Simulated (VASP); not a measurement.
Data:

```xyz
2
Lattice="0.0000 2.2236 2.2236 2.2236 0.0000 2.2236 2.2236 2.2236 0.0000" Properties=species:S:1:pos:R:3 pbc="T T T"
Si     0.0000     0.0000     0.0000
C      1.1118     1.1118     1.1118
```

These are PBE GGA, VASP's PBE PAW potentials (set 64) (plane waves; VASP) values and carry that method's errors. Run with 520 eV cut-off, 9×9×9 Γ-centred mesh, Gaussian smearing of 0.050 eV, potentials Si C.

Task: Give the stress tensor in GPa (positive for a compressed cell).

Result: 
```
-8.93   0.00   0.00
 0.00  -8.93   0.00
 0.00   0.00  -8.93
```
The pressure is its mean diagonal, -8.93 GPa.

The compound is SiC in the zinc blende structure. The cell was not relaxed at this level.
